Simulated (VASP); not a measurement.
# ZrW: structure and properties in VASP, part 5 of 5

What structure does ZrW take at this level, and what are its properties? The cell is invented: it takes the structure of a Materials Project entry for MoRu (space group 187 there), with all of its atoms replaced by other elements, volume scaled by an estimate. It may not be a known or stable phase.

VASP 6.6.1, plane waves and PAW; the level of theory is named at each step.

Still holding for the runs below: The k-mesh is coarse for a metal.

So far. Step 6 (Total and projected DOS (LDA)): The finer mesh and the other smearing move the Fermi level by -0.01 eV from the 11×11×5 run, a small shift, which tests the Fermi level alone. Of the states within 0.3 eV of the Fermi level, the largest shares in the PAW spheres are W d 38 %, Zr d 27 % and W p 9 %. The rest lies in smaller channels or between the spheres. The relaxed cell has a = 2.804, c = 5.238 Å (conventional setting).

## 8. Band structure (LDA + SOC)

This step: LDA, spin-orbit coupling; plane waves and PAW (W, Zr_sv); invented cell (VASP 6.6.1).

Levels along the symmetry lines show where the bands peak and cross; KPOINTS_OPT computes them in the converged potential. Spin-orbit coupling needs spinors and the noncollinear program, where each band holds one electron.

The input, INCAR:

```
SYSTEM = ZrW
PREC = Accurate
ENCUT = 400
EDIFF = 1E-06
NELM = 100
ISMEAR = -1
SIGMA = 0.05
LREAL = .FALSE.
ALGO = Normal
GGA = CA
LNONCOLLINEAR = .TRUE.
MAGMOM = 0 0 0 0 0 0
NBANDS = 30
GGA_COMPAT = .FALSE.
LASPH = .TRUE.
LSORBIT = .TRUE.
LMAXMIX = 4
LORBIT = 11
LWAVE = .FALSE.
LCHARG = .FALSE.
```

The input, POSCAR:

```
ZrW
1.0
    2.8043403618      0.0000000497      0.0000000000
   -1.4021705923      2.4286304127      0.0000000000
    0.0000000000      0.0000000000      5.2379057669
W Zr
1 1
Direct
    0.3333333300      0.6666666700      0.0000000000
    0.0000000000      0.0000000000      0.5000000000
```

The input, KPOINTS:

```
Automatic mesh
0
Gamma
9 9 4
0 0 0
```

The input, KPOINTS_OPT:

```
Line mode
16
Line-mode
Reciprocal
  0.00000000   0.00000000   0.00000000 GAMMA
  0.50000000   0.00000000   0.00000000 M

  0.50000000   0.00000000   0.00000000 M
  0.33333333   0.33333333   0.00000000 K

  0.33333333   0.33333333   0.00000000 K
  0.00000000   0.00000000   0.00000000 GAMMA

  0.00000000   0.00000000   0.00000000 GAMMA
  0.00000000   0.00000000   0.50000000 A

  0.00000000   0.00000000   0.50000000 A
  0.50000000   0.00000000   0.50000000 L

  0.50000000   0.00000000   0.50000000 L
  0.33333333   0.33333333   0.50000000 H

  0.33333333   0.33333333   0.50000000 H
  0.00000000   0.00000000   0.50000000 A

  0.50000000   0.00000000   0.50000000 L
  0.50000000   0.00000000   0.00000000 M

  0.33333333   0.33333333   0.00000000 K
  0.33333333   0.33333333   0.50000000 H
```

Potentials, in the order of the species: W and Zr_sv (LDA family, release 64).

Started as:

```sh
$ mpirun -np 1 vasp_ncl
```

The log of the run:

```text
[... set-up lines as in an earlier step ...]
 entering main loop
       N       E                     dE             d eps       ncg     rms          rms(c)
DAV:   1     0.114038592365E+03    0.11404E+03   -0.78377E+03  3420   0.954E+02
DAV:   2    -0.138270119051E+02   -0.12787E+03   -0.12274E+03  3972   0.308E+02
DAV:   3    -0.236151249083E+02   -0.97881E+01   -0.95110E+01  6242   0.609E+01
DAV:   4    -0.239141217375E+02   -0.29900E+00   -0.29803E+00  4168   0.102E+01
DAV:   5    -0.239225518653E+02   -0.84301E-02   -0.84284E-02  4826   0.141E+00    0.243E+01
DAV:   6    -0.232299717264E+02    0.69258E+00   -0.20607E+00  4314   0.842E+00    0.104E+01
DAV:   7    -0.232064078211E+02    0.23564E-01   -0.25031E+00  4396   0.907E+00    0.570E+00
DAV:   8    -0.228950964369E+02    0.31131E+00   -0.11017E+00  4488   0.572E+00    0.850E-01
DAV:   9    -0.228940485025E+02    0.10479E-02   -0.42794E-02  3834   0.134E+00    0.465E-01
DAV:  10    -0.228945470532E+02   -0.49855E-03   -0.78900E-03  4486   0.608E-01    0.164E-01
DAV:  11    -0.228935398820E+02    0.10072E-02   -0.32859E-03  4646   0.365E-01    0.451E-02
DAV:  12    -0.228935488911E+02   -0.90091E-05   -0.11380E-04  4024   0.841E-02    0.233E-02
DAV:  13    -0.228935475675E+02    0.13237E-05   -0.75397E-06  4400   0.226E-02    0.617E-03
DAV:  14    -0.228935469785E+02    0.58896E-06   -0.23071E-06  3386   0.943E-03
   1 F= -.22893547E+02 E0= -.22884333E+02  d E =-.184284E-01  mag=    -0.0000     0.0000     0.0000
 Start KPOINTS_OPT (optional k-point list driver)
k-point batch [1-57\144]
       N       E                     dE             ncg
DAV:   1     0.167358747736E+04   -0.19839E+05     3428
DAV:   2    -0.574925611534E+04   -0.74228E+04     4010
DAV:   3    -0.637398840550E+04   -0.62473E+03     6282
DAV:   4    -0.639227560855E+04   -0.18287E+02     4074
DAV:   5    -0.639282079602E+04   -0.54519E+00     5112
DAV:   6    -0.639282738374E+04   -0.65877E-02     4282
DAV:   7    -0.639282751589E+04   -0.13216E-03     5106
DAV:   8    -0.639282751691E+04   -0.10115E-05     3090
DAV:   9    -0.639282751697E+04   -0.67665E-07     2542
[...]
k-point batch [115-144\144]
       N       E                     dE             ncg
DAV:   1     0.151334736274E+05   -0.21142E+05     1800
DAV:   2     0.115240774681E+05   -0.36094E+04     2072
DAV:   3     0.112658804723E+05   -0.25820E+03     2982
DAV:   4     0.112528051830E+05   -0.13075E+02     2320
DAV:   5     0.112522981241E+05   -0.50706E+00     2616
DAV:   6     0.112522934494E+05   -0.46746E-02     2340
DAV:   7     0.112522933705E+05   -0.78967E-04     2622
DAV:   8     0.112522933698E+05   -0.67474E-06     1668
```

Elapsed: 4.6 min, on 1 MPI rank of AMD EPYC 7R43, shared host; peak memory 0.2 GiB.

From OUTCAR (step 8):

```text
   k-points           NKPTS =     57   k-points in BZ     NKDIM =     57   number of bands    NBANDS=     30

   NELECT =      18.0000    total number of electrons

 E-fermi :   9.0302

 k-point     1 :       0.0000    0.0000    0.0000
  band No.  band energies     occupation
    ...
     12       4.8707      1.00000
     13       7.9119      1.00000
     14       7.9119      1.00000
     15       8.6173      0.99974
     16       8.6173      0.99974
     17       9.2582      0.01036
     18       9.2582      0.01036
     19       9.3902      0.00075
     20       9.3902      0.00075
     21      10.5270      0.00000
    ...

  Total        0.2429927      0.2429928     -0.0082875     -0.0000000      0.0000000      0.0000000
  in kB       10.9132469     10.9132509     -0.3722048     -0.0000017      0.0000000      0.0000000
  external PRESSURE =       7.1514310 kB  Pullay stress =       0.0000000 kB

 POSITION                                       TOTAL-FORCE (eV/Angst)
 -----------------------------------------------------------------------------------
     -0.00000      1.61909      0.00000         0.000000     -0.000000      0.000000
      0.00000      0.00000      2.61895        -0.000000      0.000000      0.000000
 -----------------------------------------------------------------------------------
    total drift:                               -0.000000     -0.000000      0.000000

  FREE ENERGIE OF THE ION-ELECTRON SYSTEM (eV)
  ---------------------------------------------------
  free  energy   TOTEN  =       -22.8935469785 eV

  energy  without entropy=      -22.8751185531  energy(sigma->0) =      -22.88433277

 Spin-Orbit-Coupling matrix elements
 Ion:    1  E_soc:     -0.4999802
 Ion:    2  E_soc:     -0.1541573

 magnetization (x)
# of ion       s       p       d       tot
------------------------------------------
    1        0.000  -0.000  -0.000  -0.000
    2       -0.000   0.000  -0.000  -0.000
--------------------------------------------------
tot         -0.000  -0.000  -0.000  -0.000

 magnetization (y)
# of ion       s       p       d       tot
------------------------------------------
    1        0.000   0.000  -0.000  -0.000
    2        0.000   0.000   0.000   0.000
--------------------------------------------------
tot          0.000   0.000  -0.000   0.000

 magnetization (z)
# of ion       s       p       d       tot
------------------------------------------
    1        0.000   0.000  -0.000  -0.000
    2        0.000  -0.000  -0.000  -0.000
--------------------------------------------------
tot          0.000  -0.000  -0.000  -0.000

[... 6 parts as in an earlier step ...]

[... 10 further parts left out ...]
```

LASPH is on here and off in scalar runs of this session, so a comparison with those holds both changes.

This step gave:

| Property | Result |
| --- | --- |
| SCF cycles | 14 |
| bands | 30 |
| irreducible k-points | 57 |
| free energy (TOTEN) | -22.89 eV |
| energy at zero smearing | -22.88 eV |
| Fermi energy | 9.030 eV |
| pressure | 0.7151 GPa |

On-site spin-orbit energy by atom:

```csv
atom,on-site spin-orbit energy (eV)
W1,-0.500
Zr2,-0.154
```

Electronic bands along the path, in eV, zero at the Fermi level; # counts the bands kept in this run, so #1 is VASP's band 9:

```
          point     #7     #8     #9    #10    #11    #12   #13   #14
              Γ  -0.41  -0.41   0.23   0.23   0.36   0.36  1.50  1.50
0.53 of the way  -1.14  -1.14  -0.55  -0.55   0.63   0.63  1.55  1.55
              M  -0.69  -0.69   0.08   0.08   0.41   0.41  0.91  0.91
0.53 of the way  -0.88  -0.76  -0.42  -0.41   0.00   0.02  0.67  0.74
              K  -1.42  -1.19  -1.18  -1.00  -0.31  -0.27  1.35  1.49
0.53 of the way  -1.93  -1.92  -0.22  -0.16   0.24   0.39  0.87  0.88
              Γ  -0.41  -0.41   0.23   0.23   0.36   0.36  1.50  1.50
0.53 of the way  -0.57  -0.57  -0.45  -0.43   0.19   0.19  1.28  1.33
              A  -1.08  -1.08  -0.46  -0.46   0.17   0.17  1.18  1.18
0.47 of the way  -1.35  -1.35  -0.96  -0.96   0.64   0.64  1.70  1.70
              L  -2.42  -2.42   1.41   1.41   1.78   1.78  2.96  2.96
0.47 of the way  -1.61  -1.60  -0.03   0.01   0.25   0.32  2.41  2.66
              H  -1.90  -1.85  -1.21  -1.04   0.53   0.66  1.17  1.40
0.53 of the way  -1.46  -1.44  -0.73  -0.68  -0.23  -0.18  1.70  1.76
              A  -1.08  -1.08  -0.46  -0.46   0.17   0.17  1.18  1.18
      jump to L  -2.42  -2.42   1.41   1.41   1.78   1.78  2.96  2.96
0.47 of the way  -2.38  -2.20   0.52   0.71   1.25   1.28  2.03  2.55
              M  -0.69  -0.69   0.08   0.08   0.41   0.41  0.91  0.91
      jump to K  -1.42  -1.19  -1.18  -1.00  -0.31  -0.27  1.35  1.49
0.47 of the way  -1.62  -1.53  -1.25  -1.03   0.23   0.34  1.29  1.45
              H  -1.90  -1.85  -1.21  -1.04   0.53   0.66  1.17  1.40
```

Of the projections kept (W, Zr), the largest for each band there, as a share of the weight inside these atoms' spheres; weight between the spheres isn't counted:

```
point       #7       #8      #9     #10      #11      #12      #13      #14
    Γ   W 0.99   W 0.99  W 0.98  W 0.98   W 0.72   W 0.72  Zr 0.98  Zr 0.98
    M   W 0.51   W 0.51  W 0.80  W 0.80   W 0.52   W 0.52   W 0.75   W 0.75
    K   W 0.79   W 0.60  W 0.80  W 0.94  Zr 0.85  Zr 0.85  Zr 0.72  Zr 0.76
    Γ   W 0.99   W 0.99  W 0.98  W 0.98   W 0.72   W 0.72  Zr 0.98  Zr 0.98
    A  Zr 0.81  Zr 0.81  W 0.98  W 0.98   W 0.98   W 0.98  Zr 0.84  Zr 0.84
    L  Zr 0.72  Zr 0.72  W 0.90  W 0.90   W 0.99   W 0.99  Zr 0.64  Zr 0.64
```

At these settings, which differ from those of the relaxation, the cell is under a pressure of 0.7 GPa.

## 9. Outcome

```json
{
 "relaxed volume": "17.84 Å³/atom",
 "relaxed conventional cell a, b, c": "2.804, 2.804, 5.238 Å; angles 90.0, 90.0, 120.0°",
 "space group after relaxing, within 0.02 Å": "P-6m2 (No. 187)",
 "band gap": "none, a metal",
 "DOS at the Fermi level": "2.67 states/eV/cell",
 "highest zone-centre mode": "216 cm⁻¹",
 "imaginary zone-centre modes": "2, down to 52i cm⁻¹",
 "band gap (LDA + SOC)": "none, a metal"
}
```

**Reading.** With LDA, ZrW relaxes to 17.84 Å³/atom in space group P-6m2 (held by the symmetry of the run) and comes out as a metal. Bands along the symmetry lines (LDA): Of the bands kept, 2 cross the Fermi level on this path. Vibrations at Γ (LDA): The highest mode in this list at Γ, 215.7 cm⁻¹, has its largest share on Zr (67 % of the kinetic energy). 2 modes are imaginary, down to 51.9i cm⁻¹: the energy falls along them. Band structure (LDA + SOC): Of the bands kept, 4 cross the Fermi level on this path (spinor bands, one electron each). LASPH was switched on together with spin-orbit coupling, so shifts put down to the coupling hold both changes, and that of the mesh where it differs. The k-sampling is coarse for a metal, so the Fermi level, pressures and the shape of the cell carry errors. In a metal, imaginary modes from one mesh and one smearing may be numerical noise or a true instability. No search among competing phases was made. All values are for a static lattice at zero temperature.

[Lines on the potential files, build, host, timing and source positions are cut from VASP's logs without a mark.]

[Logs are printed without paths, hosts, clocks, repeated set-up lines and the standing remarks that a program may print on its own settings, such as how far it seeks lower states.]

[Hosts, paths, dates, database ids (printed as entryN), source tags and the programs' standing remarks are cut or masked in the printed files.]

[A measured line is paired with the nearest computed mode of its activity, which favours agreement.]

[In band tables of VASP the shares of atoms and orbitals are scaled to a sum of 1 inside the atoms' spheres.]
